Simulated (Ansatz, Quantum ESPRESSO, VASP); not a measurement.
## CdPPd₅ (P4/mmm, 7 atoms in the cell) computed with different codes at matched settings

Self-consistent single point, at a second geometry (lattice scaled by 0.98). First geometry:

```
CdPPd5
1.0
    3.89942     0.00000     0.00000
    0.00000     3.89942     0.00000
    0.00000     0.00000     6.93431
Cd P Pd
1 1 5
Direct
  0.50000   0.50000   0.00000
  0.00000   0.00000   0.50000
  0.00000   0.00000   0.00000
  0.50000   0.00000   0.69928
  0.50000   0.00000   0.30072
  0.00000   0.50000   0.69928
  0.00000   0.50000   0.30072
```

Shared settings, as Ansatz (a program for electronic structure) writes them: kpoints.mp_grid.grid = 7 7 4; scf.occupations.method = fermi_dirac; scf.occupations.width = 0.1 eV. Potentials and cutoffs stand in the table.

```
code                                                             model  ΔF from the first geometry (meV/atom)  pressure (GPa)  largest force (eV/Å)   cutoff
----------------  ----------------------------------------------------  -------------------------------------  --------------  --------------------  -------
Ansatz                                 PBEsol, PAW files made with PBE                                   38.2           13.79                 0.197  default
Quantum ESPRESSO  PBEsol, GBRV 1.5 ultrasoft (PBESOL) pseudopotentials                                   43.5           14.84                 0.216    40 Ry
VASP                        PBEsol, VASP's PBE PAW potentials (set 64)                                   41.3           14.11                 0.179   300 eV
```

On Ansatz's run: spin polarisation is off; with an odd number of electrons in the cell that forces a metal, and a magnetic state may lie lower.

The spread over the programs that give each value: ΔF from the first geometry within 5.3 meV/atom; pressure within 1.05 GPa; largest force within 0.037 eV/Å.

Ansatz's pressure is given at a fixed set of plane waves, as the other plane-wave codes print theirs; with its correction for the finite basis it is 13.84 GPa.

VASP's run is marked for a possible Pulay error in its stress at this cutoff; no cutoff test was made.

The starting cell comes from a database of computed structures (which also holds hypothetical and non-ambient phases and stackings), without a prior relaxation at this level. Its lattice was rescaled by a random factor within 2.5 % of one. For this run, on top of that: lattice scaled by 0.98.

Left out of this page: GPAW, CP2K, FLEUR and SIESTA (not drawn, or without a comparable value).

Keys are those of Ansatz 0.2.
